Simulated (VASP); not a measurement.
VASP 6 on Cu, 32 atoms, PBE, 400 eV, 3×3×3 Γ-centred mesh, vasp_std. Each run had one machine to itself; times are medians of up to 3 turns, which differed by up to 0 %. Differences under about 10 % mean little, and other builds and machines will differ.

INCAR of the first run: PREC = Normal; ENCUT = 400; EDIFF = 1E-5; NELM = 80; ALGO = Normal; LREAL = Auto; LASPH = .TRUE.; ISMEAR = 1; SIGMA = 0.1; GGA = PE; LMAXMIX = 4; LWAVE = .FALSE.; LCHARG = .FALSE.; ISYM = 0; NCORE = 4

```tsv
run	seconds to convergence	electronic steps
32 ranks, ALGO = Normal	16	14
32 ranks, ALGO = Fast	13	15
32 ranks, ALGO = VeryFast	15	21
32 ranks, ALGO = All	20	19
```

On 32 cores the runs span a factor of 1.5.

Runs that failed, blew up or ran out of time are left out.

The cell is a supercell.
